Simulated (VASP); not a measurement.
Consider the following.

```
Cu
1.0
    0.00000     1.80500     1.80500
    1.80500     0.00000     1.80500
    1.80500     1.80500     0.00000
Cu
1
Cartesian
  0.00000   0.00000   0.00000
```

Calculation: PBE GGA with D3 dispersion (zero damping), VASP's PBE PAW potentials (set 64) (plane waves; VASP). Settings: 520 eV cut-off, 16×16×16 Γ-centred mesh, first-order Methfessel-Paxton smearing of 0.10 eV, potentials Cu.

Energy and stress use the plane-wave basis of the starting cell.

**Question.** The ions, cell shape and volume are relaxed. What does this cell relax into?

**Answer.** 
```
Cu
1.0
    0.00000     1.78416     1.78416
    1.78416     0.00000     1.78416
    1.78416     1.78416     0.00000
Cu
1
Direct
  0.00000   0.00000   0.00000
```
Space group Fm-3m (225), at a tolerance of 0.03 Å.

**Question.** How do energy and volume change from the first to the last step?

**Answer.** The energy (σ→0) changes by -6.8 meV/atom and the volume by -3.4 %, in 3 ionic steps.

The compound is Cu in the fcc structure. This run relaxes it. Symmetry was kept, so distortions that lower it aren't found.
